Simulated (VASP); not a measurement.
```
SbSi63
1.0
   10.93707     0.00000     0.00000
    0.00000    10.93707     0.00000
    0.00000     0.00000    10.93707
Si Sb
63 1
Cartesian
  5.46854   0.00000   0.00000
  6.83567   1.36713   1.36713
  8.20281   2.73427   0.00000
  9.56994   4.10140   1.36713
  8.20281   0.00000   2.73427
  9.56994   1.36713   4.10140
  0.00000   0.00000   0.00000
  1.36713   1.36713   1.36713
  2.73427   2.73427   0.00000
  4.10140   4.10140   1.36713
  5.46854   5.46854   0.00000
  6.83567   6.83567   1.36713
  8.20281   8.20281   0.00000
  9.56994   9.56994   1.36713
  2.73427   0.00000   2.73427
  4.10140   1.36713   4.10140
  5.46854   2.73427   2.73427
  6.84036   4.14845   4.14141
  8.20281   5.46854   2.73427
  9.56994   6.83567   4.10140
  5.46854   0.00000   5.46854
  6.83567   1.36713   6.83567
  8.20281   2.73427   5.46854
  9.56994   4.10140   6.83567
  8.20281   0.00000   8.20281
  9.56994   1.36713   9.56994
  0.00000   5.46854   0.00000
  1.36713   6.83567   1.36713
  2.73427   8.20281   0.00000
  4.10140   9.56994   1.36713
  0.00000   2.73427   2.73427
  1.36713   4.10140   4.10140
  2.73427   5.46854   2.73427
  4.11206   6.85489   4.10546
  5.46854   8.20281   2.73427
  6.83567   9.56994   4.10140
  0.00000   0.00000   5.46854
  1.36713   1.36713   6.83567
  2.73427   2.73427   5.46854
  4.11362   4.14856   6.85235
  6.81171   6.79444   6.85318
  8.20281   8.20281   5.46854
  9.56994   9.56994   6.83567
  2.73427   0.00000   8.20281
  4.10140   1.36713   9.56994
  5.46854   2.73427   8.20281
  6.83567   4.10140   9.56994
  8.20281   5.46854   8.20281
  9.56994   6.83567   9.56994
  0.00000   8.20281   2.73427
  1.36713   9.56994   4.10140
  0.00000   5.46854   5.46854
  1.36713   6.83567   6.83567
  2.73427   8.20281   5.46854
  4.10140   9.56994   6.83567
  0.00000   2.73427   8.20281
  1.36713   4.10140   9.56994
  2.73427   5.46854   8.20281
  4.10140   6.83567   9.56994
  5.46854   8.20281   8.20281
  6.83567   9.56994   9.56994
  0.00000   8.20281   8.20281
  1.36713   9.56994   9.56994
  5.46319   5.44079   5.50737
```
Cell charge +1.

These are PBE GGA, VASP's PBE PAW potentials (set 64) (plane waves; VASP) values and carry that method's errors. Settings: PREC = Normal, LREAL = Auto, ISYM = 0, NELECT = 256.0, EDIFF = 1E-5, 400 eV cut-off, 1×1×1 Γ-centred mesh, Gaussian smearing of 0.050 eV, potentials Si Sb.

The cell is charged, with a uniform compensating background. The supercell is sampled at Γ alone, which is coarse: total energies, pressure and levels can be off, energies of defects by several tenths of an eV.

Q: The ions are relaxed. Give the cell that the relaxation ends in.

A: 
```
SbSi63
1.0
   10.93707     0.00000     0.00000
    0.00000    10.93707     0.00000
    0.00000     0.00000    10.93707
Si Sb
63 1
Direct
  0.49999   0.00013   0.00028
  0.62550   0.12391   0.12417
  0.75026   0.24965   0.00014
  0.87603   0.37447   0.12415
  0.75029   0.99997   0.24988
  0.87620   0.12399   0.37448
  0.99999   0.00001   0.99997
  0.12509   0.12506   0.12506
  0.24987   0.24983   0.00020
  0.37507   0.37498   0.12444
  0.49997   0.49996   0.00018
  0.62512   0.62508   0.12415
  0.75026   0.75027   0.99998
  0.87495   0.87493   0.12509
  0.24987   0.00031   0.24989
  0.37513   0.12457   0.37511
  0.49915   0.24751   0.24745
  0.63573   0.36490   0.36490
  0.75297   0.50149   0.24725
  0.87588   0.62520   0.37513
  0.49997   0.00006   0.49996
  0.62495   0.12426   0.62500
  0.75300   0.24717   0.50132
  0.87596   0.37489   0.62514
  0.75015   0.00015   0.75020
  0.87495   0.12505   0.87493
  0.99986   0.49999   0.00035
  0.12385   0.62549   0.12404
  0.24967   0.75037   0.00017
  0.37448   0.87626   0.12406
  0.00019   0.24986   0.24982
  0.12437   0.37505   0.37503
  0.24732   0.49903   0.24727
  0.36457   0.63590   0.36453
  0.50141   0.75307   0.24710
  0.62515   0.87579   0.37518
  0.99976   0.99993   0.49998
  0.12377   0.12370   0.62547
  0.24703   0.24714   0.49902
  0.36370   0.36424   0.63654
  0.63560   0.63546   0.63628
  0.75266   0.75265   0.49913
  0.87592   0.87610   0.62554
  0.24980   0.00000   0.75025
  0.37451   0.12382   0.87631
  0.50120   0.24702   0.75315
  0.62507   0.37484   0.87606
  0.75314   0.49857   0.75326
  0.87630   0.62551   0.87627
  0.00003   0.75036   0.24983
  0.12390   0.87635   0.37449
  0.00001   0.49999   0.49996
  0.12407   0.62515   0.62497
  0.24706   0.75310   0.50121
  0.37500   0.87586   0.62511
  0.00008   0.24973   0.75029
  0.12373   0.37452   0.87648
  0.24662   0.50158   0.75343
  0.37495   0.62518   0.87611
  0.49876   0.75311   0.75321
  0.62552   0.87633   0.87630
  0.99998   0.75032   0.75018
  0.12507   0.87494   0.87493
  0.49941   0.49999   0.50091
```
Cell charge +1.

Q: How much energy does the relaxation gain?

A: The energy (σ→0) changes by -23.9 meV/atom, in 10 ionic steps.

```
step  E(σ→0) (eV)  max force (eV/Å)  pressure (GPa)  volume (Å³)
----  -----------  ----------------  --------------  -----------
1       -343.0230             4.327            0.84      1308.29
2       -344.3628             0.997            0.52      1308.29
3       -344.3704             0.867            0.51      1308.29
4       -344.5083             0.231            0.46      1308.29
5       -344.5165             0.251            0.45      1308.29
6       -344.5441             0.112            0.44      1308.29
7       -344.5479             0.082            0.44      1308.29
8       -344.5522             0.032            0.44      1308.29
9       -344.5524             0.047            0.44      1308.29
10      -344.5533             0.023            0.44      1308.29
```

The cell is a supercell with a defect, built from Si (diamond): Sb_Si, charge +1. The run is not spin-polarised, so no state with unpaired spins was tried.
